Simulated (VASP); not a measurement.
Given:

```xyz
1
Lattice="0.0000 1.9117 1.9117 1.9117 0.0000 1.9117 1.9117 1.9117 0.0000" Properties=species:S:1:pos:R:3 pbc="T T T"
Cu     1.9117     1.9117     0.0000
```

Level of theory: vdW-DF2, VASP's PBE PAW potentials (set 64) (plane waves; VASP). Run with 520 eV cut-off, 17×17×17 Γ-centred mesh, first-order Methfessel-Paxton smearing of 0.10 eV, potentials Cu.

Task: Give the stress tensor in GPa (positive for a compressed cell).

Result: 
```
-5.07   0.00   0.00
 0.00  -5.07   0.00
 0.00   0.00  -5.07
```
The pressure is its mean diagonal, -5.07 GPa.

The compound is Cu in the fcc structure. This cell is one point of a volume scan, at 1.06 of the reference volume.
